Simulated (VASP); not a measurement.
Input:

```
InP
1.0
    0.00000     3.03102     3.03102
    3.03102     0.00000     3.03102
    3.03102     3.03102     0.00000
In P
1 1
Direct
  0.00000   0.00000   0.00000
  0.25000   0.25000   0.25000
```

The numbers are results of TPSS meta-GGA, VASP's PBE PAW potentials (set 64) (plane waves; VASP 6.6.1), not measurements. Run with 520 eV cut-off, 8×8×8 Γ-centred mesh, Gaussian smearing of 0.050 eV, potentials In_d P.

### Question
Give the stress tensor in GPa (positive for a compressed cell).

### Answer

```
-3.09   0.00   0.00
 0.00  -3.09   0.00
 0.00   0.00  -3.09
```
The pressure is its mean diagonal, -3.09 GPa.

The compound is InP in the zinc blende structure. This cell is one point of a volume scan, at 1.06 of the reference volume.
